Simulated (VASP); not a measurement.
Output of a VASP run:

**OUTCAR**
```
 ion  position               nearest neighbor table
   1  0.000  0.000  0.000-   4 2.20   4 2.20   4 2.20   3 2.20   3 2.20   3 2.20   2 3.10   2 3.10
                             2 3.10   2 3.10   2 3.10   2 3.10
   2  0.500  0.500  0.500-   3 2.20   3 2.20   3 2.20   4 2.20   4 2.20   4 2.20   1 3.10   1 3.10
                             1 3.10   1 3.10   1 3.10   1 3.10
   3  0.250  0.250  0.250-   1 2.20   1 2.20   1 2.20   2 2.20   2 2.20   2 2.20
   4  0.750  0.750  0.750-   2 2.20   2 2.20   2 2.20   1 2.20   1 2.20   1 2.20
  LATTYP: Found a trigonal (rhomboedric) cell.
 ALAT       =     5.3776048823
 COS(alpha) =     0.8333333333
 Subroutine PRICEL returns following result:
  LATTYP: Found a face centered cubic cell.
 ALAT       =     4.3907960000
 Subroutine GETGRP returns: Found 12 space group operations
The static configuration has the point symmetry D_3d.
The dynamic configuration has the point symmetry D_3d.
The overall configuration has the point symmetry D_3d.
 Subroutine INISYM returns: Found 12 space group operations
 Subroutine IBZKPT returns following result:
 Found     19 irreducible k-points:

 Following reciprocal coordinates:
            Coordinates               Weight
  0.000000  0.000000  0.000000      1.000000
  0.200000 -0.000000 -0.000000      6.000000
  0.400000 -0.000000 -0.000000      6.000000
  0.200000  0.200000  0.000000      6.000000
  0.400000  0.200000  0.000000     12.000000
 -0.400000  0.200000  0.000000     12.000000
 -0.200000  0.200000  0.000000      6.000000
  0.400000  0.400000 -0.000000      6.000000
 -0.400000  0.400000  0.000000      6.000000
  0.200000  0.200000  0.200000      2.000000
  0.400000  0.200000  0.200000      6.000000
 -0.400000  0.200000  0.200000      6.000000
 -0.200000  0.200000  0.200000      6.000000
  0.400000  0.400000  0.200000      6.000000
 -0.400000  0.400000  0.200000     12.000000
 -0.200000  0.400000  0.200000     12.000000
 -0.400000 -0.400000  0.200000      6.000000
  0.400000  0.400000  0.400000      2.000000
 -0.400000  0.400000  0.400000      6.000000
   k-points           NKPTS =     19   k-points in BZ     NKDIM =     19   number of bands    NBANDS=     23
   number of dos      NEDOS =    301   number of ions     NIONS =      4
   total plane-waves  NPLWV =  46656
   dimension x,y,z NGX =    36 NGY =   36 NGZ =   36
   dimension x,y,z NGXF=    72 NGYF=   72 NGZF=   72
   ions per type =               2   2
   PREC   = accura    normal or accurate (medium, high low for compatibility)
   ISTART =      0    job   : 0-new  1-cont  2-samecut
   ICHARG =      2    charge: 1-file 2-atom 10-const
   ISPIN  =      2    spin polarized calculation?
   LNONCOLLINEAR =      F non collinear calculations
   LSORBIT =      F    spin-orbit coupling
   INIWAV =      1    electr: 0-lowe 1-rand  2-diag
   ENCUT  =  400.0 eV  29.40 Ry    5.42 a.u.   8.77  8.77  8.77*2*pi/ulx,y,z
   NELM   =    100;   NELMIN=  2; NELMDL= -5     # of ELM steps
   EDIFF  = 0.1E-05   stopping-criterion for ELM
   LREAL  =      F    real-space projection
   NLSPLINE    = F    spline interpolate recip. space projectors
   LMAXMIX     =    4 max onsite mixed and CHGCAR
   VOSKOWN=      0    Vosko Wilk Nusair interpolation
   EDIFFG = 0.1E-04   stopping-criterion for IOM
   NSW    =      0    number of steps for IOM
   NBLOCK =      1;   KBLOCK =      1    inner block; outer block
   IBRION =     -1    ionic relax: 0-MD 1-quasi-New 2-CG
   NFREE  =      0    steps in history (QN), initial steepest desc. (CG)
   ISIF   =      2    stress and relaxation
   ISYM   =      2    0-nonsym 1-usesym 2-fastsym
   TEIN   =    0.0    initial temperature
   TEBEG  =    0.0;   TEEND  =   0.0 temperature during run
   SMASS  =  -3.00    Nose mass-parameter (am)
   PSTRESS=    0.0 pullay stress
   NELECT =      38.0000    total number of electrons
   EFERMI =   0.00;   METHOD = LEGACY
   ISMEAR =    -1;   SIGMA  =   0.05  broadening in eV -4-tet -1-fermi 0-gaus
   IALGO  =     38    algorithm
   LDIAG  =      T    sub-space diagonalisation (order eigenvalues)
   IMIX   =      4    mixing-type and parameters
     AMIX     =   0.40;   BMIX     =  1.00
...
```

File OSZICAR:
```
       N       E                     dE             d eps       ncg     rms          rms(c)
DAV:   1     0.401456439502E+03    0.40146E+03   -0.19511E+04  1851   0.172E+03
DAV:   2     0.468736060330E+01   -0.39677E+03   -0.38868E+03  1825   0.507E+02
DAV:   3    -0.366800696188E+02   -0.41367E+02   -0.40707E+02  2319   0.160E+02
DAV:   4    -0.376391684729E+02   -0.95910E+00   -0.95531E+00  2007   0.252E+01
DAV:   5    -0.376544201928E+02   -0.15252E-01   -0.15249E-01  2051   0.351E+00    0.207E+01
DAV:   6    -0.330927869696E+02    0.45616E+01   -0.41925E+01  2342   0.534E+01    0.164E+01
DAV:   7    -0.331188524387E+02   -0.26065E-01   -0.33275E+00  2002   0.214E+01    0.108E+01
DAV:   8    -0.331072370934E+02    0.11615E-01   -0.92404E-01  2114   0.729E+00    0.545E+00
DAV:   9    -0.330968850626E+02    0.10352E-01   -0.11378E-01  2357   0.423E+00    0.904E-01
DAV:  10    -0.331007769437E+02   -0.38919E-02   -0.30549E-02  2009   0.119E+00    0.309E-01
DAV:  11    -0.331007100809E+02    0.66863E-04   -0.17148E-03  2056   0.342E-01    0.100E-01
DAV:  12    -0.331008180408E+02   -0.10796E-03   -0.59084E-05  2054   0.627E-02    0.378E-02
DAV:  13    -0.331008370854E+02   -0.19045E-04   -0.20098E-05  1916   0.387E-02    0.154E-02
DAV:  14    -0.331008416166E+02   -0.45313E-05   -0.52645E-06  1721   0.216E-02    0.776E-03
DAV:  15    -0.331008417251E+02   -0.10849E-06   -0.55828E-07   993   0.763E-03
   1 F= -.33100842E+02 E0= -.33100840E+02  d E =-.321639E-05  mag=    -0.0000
```

**OUTCAR**
```
------------------------ aborting loop because EDIFF is reached ----------------------------------------
  FORCE on cell =-STRESS in cart. coord.  units (eV):
  Direction    XX          YY          ZZ          XY          YZ          ZX
  --------------------------------------------------------------------------------------
  Total       -0.0577872     -0.0577872     -0.0577872     -0.5370514     -0.5370514     -0.5370514
  in kB       -2.1874723     -2.1874723     -2.1874723    -20.3294988    -20.3294988    -20.3294988
  external PRESSURE =      -2.1874723 kB  Pullay stress =       0.0000000 kB
  volume of cell :       42.33
      direct lattice vectors                 reciprocal lattice vectors
     4.390796000  2.195398000  2.195398000     0.341623706 -0.113874569 -0.113874569
     2.195398000  4.390796000  2.195398000    -0.113874569  0.341623706 -0.113874569
     2.195398000  2.195398000  4.390796000    -0.113874569 -0.113874569  0.341623706
 POSITION                                       TOTAL-FORCE (eV/Angst)
 -----------------------------------------------------------------------------------
      0.00000      0.00000      0.00000         0.000000     -0.000000      0.000000
      4.39080      4.39080      4.39080        -0.000000     -0.000000      0.000000
      2.19540      2.19540      2.19540         0.000000      0.000000      0.000000
      6.58619      6.58619      6.58619        -0.000000      0.000000     -0.000000
 -----------------------------------------------------------------------------------
    total drift:                                0.000000     -0.000000      0.000000
  FREE ENERGIE OF THE ION-ELECTRON SYSTEM (eV)
  ---------------------------------------------------
  free  energy   TOTEN  =       -33.1008417251 eV

  energy  without entropy=      -33.1008385087  energy(sigma->0) =      -33.10084012

 total charge

# of ion       s       p       d       tot
------------------------------------------
    1        0.206   6.188   5.000  11.394
    2        0.206   6.188   5.000  11.394
    3        1.587   3.448   0.000   5.036
    4        1.587   3.448   0.000   5.036
--------------------------------------------------
tot          3.586  19.273  10.001  32.859

 magnetization (x)

# of ion       s       p       d       tot
------------------------------------------
    1        0.015   0.016   4.278   4.309
    2       -0.015  -0.016  -4.278  -4.309
    3        0.000   0.000   0.000   0.000
    4        0.000   0.000   0.000   0.000
--------------------------------------------------
tot          0.000   0.000   0.000   0.000
```
(Selected blocks of OUTCAR.)

### POSCAR
```
MnO
1
    4.3907960000     2.1953980000     2.1953980000
    2.1953980000     4.3907960000     2.1953980000
    2.1953980000     2.1953980000     4.3907960000
Mn O
2 2
Direct
  0.0000000000   0.0000000000   0.0000000000
  0.5000000000   0.5000000000   0.5000000000
  0.2500000000   0.2500000000   0.2500000000
  0.7500000000   0.7500000000   0.7500000000
```

### Question
Write an INCAR and KPOINTS that could have produced this output.

### Answer
One answer among several that fit: the input of the run itself, PBE GGA, plane waves, VASP's PBE PAW potentials (set 64).

INCAR:
```
NELM=100   ! most electronic steps
LREAL=.FALSE.   ! projection in real space or not
ISIF=2   ! forces and stress, cell fixed
MAGMOM=5.0 -5.0 2*0.0
ISPIN=2
LORBIT=11   ! lm-projected
PREC=Accurate
LWAVE=.FALSE.
SYSTEM=MnO
GGA=PE   ! PBE
LASPH=.TRUE.
EDIFF=1E-6
ISMEAR=-1
ALGO=Normal
LCHARG=.FALSE.
ENCUT=400   ! plane-wave cut-off (eV)
LMAXMIX=4
SIGMA=0.05   ! width (eV)
```

File KPOINTS:
```
Automatic mesh
0
gamma
5 5 5
0 0 0
```

POTCAR, in this order: Mn_pv O (PBE.64 set). Program: vasp_std.

At this cut-off the stress carries a Pulay error, which pulls relaxed volumes low.

The structure is a typed MnO crystal (Fm-3m). The cell was not relaxed at this level, and its volume differs by -5.9 % from the start's. The k-mesh is coarse (spacing up to 0.47 per Å, 2π included), so the numbers may not be converged in it.
